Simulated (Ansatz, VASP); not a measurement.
Two plane-wave programs on HfZrS3

```
Zr Hf S
1.0
     3.39865    0.00000    0.00000
     0.00000    3.39865    0.00000
     0.00000    0.00000    9.49780
Zr Hf S
1 1 3
Cartesian
  1.6993 1.6993 0.0000
  1.6993 1.6993 4.7489
  0.0000 0.0000 8.0650
  0.0000 0.0000 1.4328
  0.0000 0.0000 4.7489
```

Alike in both runs: functional PBE; k mesh 6 × 6 × 2; occupations gaussian, width 0.1 eV; no spin polarisation.

Ansatz relaxed the structure, and its values are those at the end. VASP's run is a single point on that final structure, the one shown.

|  | VASP | Ansatz |
| --- | --- | --- |
| version | VASP 6.6.1 | Ansatz 0.2.0 |
| potentials or method | VASP PAW PBE potentials, release 64 (Zr_sv, Hf_pv, S) | scalar-relativistic, plane waves, PAW |
| plane-wave cutoff (eV) | 520 | 420 |
| valence electrons in the cell | 40 | 56 |

VASP gave:

* gap on the k mesh at the Fermi level (eV): none
* pressure (GPa): -0.3

Task: What did Ansatz give for the same quantities?

Result: gap on the k mesh at the Fermi level (eV): none; pressure (GPa): -0.1.

A gap of «none» marks a metal or a gap that the smearing closes. The functional is the same, so the differences come from potentials, cutoffs and numerics. The two sets of potentials don't hold the same shells in valence.

Caveats: this functional lacks dispersion, which binds the layers, so the pressure and a relaxed spacing across them are unreliable. Spin-orbit coupling is left out, which matters for the levels of Hf.
